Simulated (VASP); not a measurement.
All values below come from PBE GGA with D4 dispersion, VASP's PBE PAW potentials (set 64) (plane waves; VASP).

Input for VASP

POSCAR:
```
PdIn
1
    3.2030373436     0.0000000000     0.0000000000
    0.0000000000     3.2030373436     0.0000000000
    0.0000000000     0.0000000000     3.2030373436
In Pd
1 1
Direct
  0.5000000000   0.5000000000   0.5000000000
  0.0000000000   0.0000000000   0.0000000000
```

### KPOINTS
```
Automatic mesh
0
Gamma
11 11 11
0 0 0
```

INCAR:
```
! general
SYSTEM   =  PdIn
PREC     =  Accurate
ENCUT    =  520
LREAL    =  .FALSE.
LASPH    =  .TRUE.

! electronic loop
EDIFF    =  1E-7
NELM     =  100
ALGO     =  Normal
LMAXMIX  =  4

! smearing
ISMEAR   =  1
SIGMA    =  0.1

! functional
GGA      =  PE
IVDW     =  13

! ions
ISIF     =  2

! output
LWAVE    =  .FALSE.
LCHARG   =  .FALSE.
```

POTCAR, in this order: In_d Pd (PBE.64 set). Program: vasp_std.

The run wrote:

File OSZICAR:
```
       N       E                     dE             d eps       ncg     rms          rms(c)
DAV:   1     0.163701466257E+03    0.16370E+03   -0.11508E+04  1709   0.206E+03
DAV:   2    -0.133186840512E+01   -0.16503E+03   -0.16105E+03  1743   0.419E+02
DAV:   3    -0.871985623727E+01   -0.73880E+01   -0.73523E+01  2072   0.947E+01
DAV:   4    -0.885160473772E+01   -0.13175E+00   -0.13101E+00  2048   0.117E+01
DAV:   5    -0.885714197185E+01   -0.55372E-02   -0.55372E-02  2418   0.220E+00    0.771E+00
DAV:   6    -0.867110571396E+01    0.18604E+00   -0.43399E-01  2044   0.104E+01    0.366E+00
DAV:   7    -0.863037558276E+01    0.40730E-01   -0.74262E-02  2240   0.588E+00    0.152E+00
DAV:   8    -0.862348889256E+01    0.68867E-02   -0.17729E-02  1960   0.140E+00    0.417E-01
DAV:   9    -0.862271479121E+01    0.77410E-03   -0.19474E-03  2198   0.808E-01    0.510E-02
DAV:  10    -0.862271891701E+01   -0.41258E-05   -0.48489E-05  2306   0.123E-01    0.235E-02
DAV:  11    -0.862272012425E+01   -0.12072E-05   -0.41497E-06  2046   0.230E-02    0.354E-03
DAV:  12    -0.862272050815E+01   -0.38391E-06   -0.41037E-07  2170   0.643E-03    0.299E-03
DAV:  13    -0.862272042070E+01    0.87456E-07   -0.20305E-08  1134   0.192E-03
   1 F= -.96308259E+01 E0= -.96304175E+01  d E =-.122518E-02
```

**OUTCAR**
```
------------------------ aborting loop because EDIFF is reached ----------------------------------------
  Edisp (eV):   -1.00811
  FORCE on cell =-STRESS in cart. coord.  units (eV):
  Direction    XX          YY          ZZ          XY          YZ          ZX
  --------------------------------------------------------------------------------------
  Total       1.86213     1.86213     1.86213    -0.00000    -0.00000     0.00000
  in kB      90.78919    90.78919    90.78919    -0.00000    -0.00000     0.00000
  external pressure =       90.79 kB  Pullay stress =        0.00 kB
  volume of cell :       32.86
      direct lattice vectors                 reciprocal lattice vectors
     3.203037344  0.000000000  0.000000000     0.312203666  0.000000000  0.000000000
     0.000000000  3.203037344  0.000000000     0.000000000  0.312203666  0.000000000
     0.000000000  0.000000000  3.203037344     0.000000000  0.000000000  0.312203666
 POSITION                                       TOTAL-FORCE (eV/Angst)
 -----------------------------------------------------------------------------------
      1.60152      1.60152      1.60152         0.000000      0.000000      0.000000
      0.00000      0.00000      0.00000         0.000000      0.000000      0.000000
 -----------------------------------------------------------------------------------
    total drift:                                0.000000      0.000000     -0.000000
  FREE ENERGIE OF THE ION-ELECTRON SYSTEM (eV)
  ---------------------------------------------------
  free  energy   TOTEN  =        -9.6308258902 eV

  energy  without entropy=       -9.6296007053  energy(sigma->0) =       -9.63041750
```
(Selected blocks of OUTCAR.)

The compound is PdIn in the CsCl type structure. This cell is one point of a volume scan, at 0.94 of the reference volume. The electron count is odd and the run is not spin-polarised, which forces a metal.
